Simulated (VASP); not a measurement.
# BeCr3 (Pm-3m) in VASP: further runs

The runs below take BeCr3 through relaxation of cell and atoms, relaxation of shape and atoms at fixed volume, with PBEsol.

Everything below comes from runs of VASP 6.6.1. Logs are shortened: lines on timing, memory, paths and dates and some standing lists are left out, and cuts for length are marked.

## (1) The crystal as given

The structure is cubic, space group Pm-3m (No. 221). The conventional cell has a = 3.511 Å, b = 3.511 Å, c = 3.511 Å, α = 90.00°, β = 90.00°, γ = 90.00°. Cr (site symmetry 4/mmm) is surrounded by 8 Cr at 2.48 Å and 4 Be at 2.48 Å. Around Be (site symmetry m-3m) lie 12 Cr at 2.48 Å.

The cell comes from a database or a generator and needn't be the stable form of this composition.

## (2) Relaxation of cell and atoms, PBEsol, collinear spin, ferromagnetic start

The input, INCAR:

```
SYSTEM = BeCr3
ALGO = Fast ; EDIFF = 1E-7
EDIFFG = -0.01 ; ENCUT = 600
GGA = PS ; IBRION = 2
ISIF = 3 ; ISMEAR = -1
ISPIN = 2 ; LASPH = .TRUE.
LCHARG = .FALSE. ; LMAXMIX = 4
LORBIT = 11 ; LREAL = .FALSE.
LWAVE = .FALSE. ; MAGMOM = 3 3 3 0
NELM = 100 ; NSW = 60
PREC = Accurate ; PSTRESS = 0
SIGMA = 0.05
```

The input, KPOINTS:

```
k-points
0
G
  6 6 6
  0 0 0
```

The input, POSCAR:

```
BeCr3
1.0
    3.5112140000      0.0000000000      0.0000000000
    0.0000000000      3.5112140000      0.0000000000
    0.0000000000      0.0000000000      3.5112140000
Cr Be
3 1
Direct
    0.5000000000      0.5000000000      0.0000000000
    0.5000000000      0.0000000000      0.5000000000
    0.0000000000      0.5000000000      0.5000000000
    0.0000000000      0.0000000000      0.0000000000
```

Potentials or basis: VASP PAW PBE potentials, release 64 (Cr_pv, Be).

Command:

```bash
> cat potpaw_PBE.64/Cr_pv/POTCAR potpaw_PBE.64/Be/POTCAR > POTCAR
> mpirun -np 1 vasp_std > vasp.out
```

OUTCAR:

```text
SYSTEM = BeCr3
   EDIFF = 1E-7
   EDIFFG = -0.01
   ENCUT = 600
   GGA = PS
   IBRION = 2
   ISIF = 3
   ISMEAR = -1
   ISPIN = 2
   LASPH = .TRUE.
   LORBIT = 11
   LREAL = .FALSE.
   NELM = 100
   NSW = 60
   PREC = Accurate
   PSTRESS = 0

 ion  position               nearest neighbor table
   1  0.500  0.500  0.000-   2 2.48   3 2.48   4 2.48   2 2.48   3 2.48   2 2.48   4 2.48   2 2.48
                             3 2.48   4 2.48   3 2.48   4 2.48
   2  0.500  0.000  0.500-   1 2.48   3 2.48   4 2.48   1 2.48   4 2.48   1 2.48   3 2.48   1 2.48
                             3 2.48   4 2.48   4 2.48   3 2.48
   3  0.000  0.500  0.500-   1 2.48   2 2.48   4 2.48   1 2.48   4 2.48   2 2.48   4 2.48   4 2.48
                             1 2.48   2 2.48   1 2.48   2 2.48
   4  0.000  0.000  0.000-   1 2.48   2 2.48   3 2.48   2 2.48   3 2.48   1 2.48   3 2.48   3 2.48
                             1 2.48   2 2.48   2 2.48   1 2.48

  LATTYP: Found a simple cubic cell.
 ALAT       =     3.5112140000

  Lattice vectors:

 A1 = (   3.5112140000,   0.0000000000,   0.0000000000)
 A2 = (   0.0000000000,   3.5112140000,   0.0000000000)
 A3 = (   0.0000000000,   0.0000000000,   3.5112140000)

Analysis of symmetry for initial positions (statically):
=====================================================================
 Subroutine PRICEL returns:
 Original cell was already a primitive cell.

 Routine SETGRP: Setting up the symmetry group for a
 simple cubic supercell.

 Subroutine GETGRP returns: Found 48 space group operations
 (whereof 48 operations were pure point group operations)
 out of a pool of 48 trial point group operations.

The static configuration has the point symmetry O_h .

Analysis of symmetry for dynamics (positions and initial velocities):
=====================================================================
 Subroutine PRICEL returns:
 Original cell was already a primitive cell.

 Routine SETGRP: Setting up the symmetry group for a
 simple cubic supercell.

 Subroutine GETGRP returns: Found 48 space group operations
 (whereof 48 operations were pure point group operations)
 out of a pool of 48 trial point group operations.

The dynamic configuration has the point symmetry O_h .

Analysis of structural, dynamic, and magnetic symmetry:
=====================================================================
 Subroutine PRICEL returns:
 Original cell was already a primitive cell.

 Routine SETGRP: Setting up the symmetry group for a
 simple cubic supercell.

 Subroutine GETGRP returns: Found 48 space group operations
 (whereof 48 operations were pure point group operations)
 out of a pool of 48 trial point group operations.

The overall configuration has the point symmetry O_h .

 Subroutine INISYM returns: Found 48 space group operations
 (whereof 48 operations are pure point group operations),
 and found     1 'primitive' translations

----------------------------------------------------------------------------------------

                                     Primitive cell

  volume of cell :      43.2884

  direct lattice vectors                    reciprocal lattice vectors
     3.511214000  0.000000000  0.000000000     0.284801781  0.000000000  0.000000000
     0.000000000  3.511214000  0.000000000     0.000000000  0.284801781  0.000000000
     0.000000000  0.000000000  3.511214000     0.000000000  0.000000000  0.284801781

  length of vectors
     3.511214000  3.511214000  3.511214000     0.284801781  0.284801781  0.284801781

  position of ions in fractional coordinates (direct lattice)
     0.500000000  0.500000000  0.000000000
     0.500000000  0.000000000  0.500000000
     0.000000000  0.500000000  0.500000000
     0.000000000  0.000000000  0.000000000

  ion indices of the primitive-cell ions
   primitive index   ion index
                 1           1
                 2           2
                 3           3
                 4           4

----------------------------------------------------------------------------------------

 KPOINTS: k-points

Automatic generation of k-mesh.
 Grid dimensions read from file:
 generate k-points for:    6    6    6

 Generating k-lattice:

  Cartesian coordinates                     Fractional coordinates (reciprocal lattice)
     0.047466963  0.000000000  0.000000000     0.166666667  0.000000000  0.000000000
     0.000000000  0.047466963  0.000000000     0.000000000  0.166666667  0.000000000
     0.000000000  0.000000000  0.047466963     0.000000000  0.000000000  0.166666667

  Length of vectors
     0.047466963  0.047466963  0.047466963

  Shift w.r.t. Gamma in fractional coordinates (k-lattice)
     0.000000000  0.000000000  0.000000000

 Subroutine IBZKPT returns following result:
 ===========================================

 Found     20 irreducible k-points:

 Following reciprocal coordinates:
            Coordinates               Weight
  0.000000  0.000000  0.000000      1.000000
  0.166667  0.000000  0.000000      6.000000
  0.333333  0.000000  0.000000      6.000000
  0.500000  0.000000  0.000000      3.000000
  0.166667  0.166667  0.000000     12.000000
  0.333333  0.166667  0.000000     24.000000
[... 12 lines left out ...]
  0.500000  0.500000  0.333333      6.000000
  0.500000  0.500000  0.500000      1.000000
   k-points           NKPTS =     20   k-points in BZ     NKDIM =     20   number of bands    NBANDS=     28
   number of dos      NEDOS =    301   number of ions     NIONS =      4
   total plane-waves  NPLWV =  21952
   dimension x,y,z NGX =    28 NGY =   28 NGZ =   28
   dimension x,y,z NGXF=    56 NGYF=   56 NGZF=   56
   ions per type =               3   1
   NGX,Y,Z   is equivalent  to a cutoff of  13.26, 13.26, 13.26 a.u.
   NGXF,Y,Z  is equivalent  to a cutoff of  26.51, 26.51, 26.51 a.u.
 SYSTEM =  BeCr3
   PREC   = accura    normal or accurate (medium, high low for compatibility)
   ISTART =      0    job   : 0-new  1-cont  2-samecut
   ICHARG =      2    charge: 1-file 2-atom 10-const
   ISPIN  =      2    spin polarized calculation?
   LNONCOLLINEAR =      F non collinear calculations
   LSORBIT =      F    spin-orbit coupling
   LASPH  =      T    aspherical Exc in radial PAW
   ENCUT  =  600.0 eV  44.10 Ry    6.64 a.u.   7.01  7.01  7.01*2*pi/ulx,y,z
   NELM   =    100;   NELMIN=  2; NELMDL= -5     # of ELM steps
   EDIFF  = 0.1E-06   stopping-criterion for ELM
   LREAL  =      F    real-space projection
   EDIFFG = -.1E-01   stopping-criterion for IOM
   NSW    =     60    number of steps for IOM
   IBRION =      2    ionic relax: 0-MD 1-quasi-New 2-CG
   NFREE  =      1    steps in history (QN), initial steepest desc. (CG)
   ISIF   =      3    stress and relaxation
   ISYM   =      2    0-nonsym 1-usesym 2-fastsym
   POTIM  = 0.5000    time-step for ionic-motion
   TEBEG  =    0.0;   TEEND  =   0.0 temperature during run
   PSTRESS=    0.0 pullay stress
   NELECT =      38.0000    total number of electrons
   NUPDOWN=      -1.0000    fix difference up-down
   EMIN   =  10.00;   EMAX   =-10.00  energy-range for DOS
   EFERMI =   0.00;   METHOD = LEGACY
   ISMEAR =    -1;   SIGMA  =   0.05  broadening in eV -4-tet -1-fermi 0-gaus
   EFERMI_NEDOS =   21; number of points for ismear=-14 and -15
   IALGO  =     68    algorithm
   IMIX   =      4    mixing-type and parameters
     AMIX     =   0.40;   BMIX     =  1.00
     AMIX_MAG =   1.60;   BMIX_MAG =  1.00
  volume/ion in A,a.u.               =      10.82        73.03
  Fermi-wavevector in a.u.,A,eV,Ry     =   1.567516  2.962176 33.430975  2.457107
  Thomas-Fermi vector in A             =   2.669684
   LORBIT       =     11    0 simple, 1 ext, 2 COOP (PROOUT), +10 PAW based schemes
   GGA     = PS    functional components
   LHFCALC =     F    Hartree Fock is set to
   AEXX    =    0.0000 exact exchange contribution
   IVDW    =     0    specifies the selected vdW correction
   LEPSILON=     F    determine dielectric tensor
   LRPA    =     F    only Hartree local field effects (RPA)
 conjugate gradient relaxation of ions
 spin polarized calculation
 RMM-DIIS sequential band-by-band and
  energy-cutoff  :      600.00
  volume of cell :       43.29
 maximum number of plane-waves:      1472
   NGX = 15   NGY = 15   NGZ = 15

--------------------------------------- Ionic step        1  -------------------------------------------

 number of electron      37.9999983 magnetization       0.0019703

 number of electron      37.9999983 magnetization      -0.0000260

 Free energy of the ion-electron system (eV)
  ---------------------------------------------------
  ext. energy  EPLUGINS =         0.00000000
  ---------------------------------------------------
  free energy    TOTEN  =       -34.17451289 eV

  energy without entropy =      -34.14673093  energy(sigma->0) =      -34.16062191

 E-fermi :   9.7145     XC(G=0): -13.1160

 val. band max:        9.6781985510   @ k =   0.5000   0.1667   0.0000
 cond. band min:       9.7216852146   @ k =   0.1667   0.0000   0.0000
 fundamental gap:      0.0434866636
 Fermi energy:         9.7145459075

 spin component 1

 k-point     1 :       0.0000    0.0000    0.0000
  band No.  band energies     occupation
      1     -33.4817      1.00000
      2     -33.4817      1.00000
      3     -33.4817      1.00000
      4     -33.0033      1.00000
      5     -33.0033      1.00000
      6     -33.0033      1.00000
[... 1303 lines left out ...]
  FREE ENERGIE OF THE ION-ELECTRON SYSTEM (eV)
  ---------------------------------------------------
  free  energy   TOTEN  =       -34.1577673019 eV

  energy  without entropy=      -34.1309863560  energy(sigma->0) =      -34.14437683

--------------------------------------- Ionic step        3  -------------------------------------------

 number of electron      38.0000025 magnetization       0.0000032

 number of electron      38.0000025 magnetization      -0.0000025

 Free energy of the ion-electron system (eV)
  ---------------------------------------------------
  ext. energy  EPLUGINS =         0.00000000
  ---------------------------------------------------
  free energy    TOTEN  =       -34.21831890 eV

  energy without entropy =      -34.19113110  energy(sigma->0) =      -34.20472500

 E-fermi :  10.2064     XC(G=0): -13.3218

 val. band max:       10.1616411106   @ k =   0.5000   0.1667   0.0000
 cond. band min:      10.2136943542   @ k =   0.1667   0.0000   0.0000
 fundamental gap:      0.0520532436
 Fermi energy:        10.2063739359

 spin component 1

 k-point     1 :       0.0000    0.0000    0.0000
  band No.  band energies     occupation
      1     -33.0268      1.00000
      2     -33.0268      1.00000
      3     -33.0268      1.00000
      4     -32.4862      1.00000
      5     -32.4862      1.00000
      6     -32.4862      1.00000
[... 1254 lines left out ...]
 POSITION                                       TOTAL-FORCE (eV/Angst)
 -----------------------------------------------------------------------------------
      1.73345      1.73345      0.00000        -0.000000     -0.000000      0.000000
      1.73345      0.00000      1.73345        -0.000000      0.000000      0.000000
      0.00000      1.73345      1.73345         0.000000      0.000000      0.000000
      0.00000      0.00000      0.00000        -0.000000     -0.000000      0.000000
 -----------------------------------------------------------------------------------
    total drift:                                0.000000      0.000000      0.000000

  FREE ENERGIE OF THE ION-ELECTRON SYSTEM (eV)
  ---------------------------------------------------
  free  energy   TOTEN  =       -34.2183189017 eV

  energy  without entropy=      -34.1911311044  energy(sigma->0) =      -34.20472500

 reached required accuracy - stopping structural energy minimisation

 total charge

# of ion       s       p       d       tot
------------------------------------------
    1        0.430   6.396   4.311  11.137
    2        0.430   6.396   4.311  11.137
    3        0.430   6.396   4.311  11.137
    4        0.452   0.763   0.000   1.216
--------------------------------------------------
tot          1.744  19.950  12.932  34.626

 magnetization (x)

# of ion       s       p       d       tot
------------------------------------------
    1        0.000  -0.000  -0.000   0.000
    2        0.000  -0.000  -0.000   0.000
    3        0.000  -0.000  -0.000   0.000
    4        0.000  -0.000   0.000  -0.000
--------------------------------------------------
tot          0.000  -0.000  -0.000   0.000
```

It took 76 s on 1 thread of Intel Xeon 6975P-C (Granite Rapids), shared host; peak memory 0.2 GiB.

Results:

```yaml
Free_energy: -34.2183 eV
Relaxed_volume: 10.42 Å³/atom
Relaxed_cell: a = 3.467 Å, b = 3.467 Å, c = 3.467 Å, α = 90.00°, β = 90.00°, γ = 90.00°
Space_group_after_relaxing_to_0.05_Å: Pm-3m (No. 221)
Energy_gained_by_relaxing: 11.0 meV/atom
Ionic_steps: 3
Pressure_after_relaxing: -0.1 GPa
Band_gap_on_the_k_mesh: none (metal or under the smearing width)
Net_moment: 0.00 μB per cell
Valence_electrons_inside_the_program's_atomic_spheres: Cr 11.14; Be 1.22
```

Step by step:
```csv
step,energy change (eV),largest force (eV/Å),pressure (GPa),volume (Å³)
1,0.0000,0.0000,-8.31,43.29
2,0.0167,0.0000,11.26,39.87
3,-0.0438,0.0000,-0.07,41.67
```

Final structure:
```
Cr Be
1.0
     3.46689    0.00000    0.00000
     0.00000    3.46689    0.00000
     0.00000    0.00000    3.46689
Cr Be
3 1
Direct
  0.50000 0.50000 0.00000
  0.50000 0.00000 0.50000
  0.00000 0.50000 0.50000
  0.00000 0.00000 0.00000
```

Caveat: the starting moments collapsed, and a magnetic state may lie lower; the PAW data sets were made with another functional, which shifts forces and pressure a little.

[end of part 1 of 2]
